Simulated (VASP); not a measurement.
Energy against volume of ZnS (wurtzite). These are optB88-vdW, VASP's PBE PAW potentials (set 64) (plane waves; VASP) values and carry that method's errors. Settings: 520 eV cut-off, 7×7×4 Γ-centred mesh, Gaussian smearing of 0.050 eV, potentials Zn S.

Shape and ions are relaxed at each volume.

```tsv
V (Å³/atom)	E (eV/atom)
19.483	-1.08708
20.086	-1.09158
20.688	-1.08799
21.291	-1.07755
```

**Question.** Fit these four points and predict the energy of the run at 18.881 Å³/atom.

**Answer.** A cubic in V^(−2/3), the third-order Birch-Murnaghan form, passes through the four points with V0 = 20.10 Å³/atom and B0 = 71 GPa, and gives -1.0730 eV/atom there. The run gave -1.0731 eV/atom, -0.1 meV/atom from the fit; all five points give B0 = 71 GPa.

The compound is ZnS in the wurtzite structure, the high-temperature form. It was relaxed first.
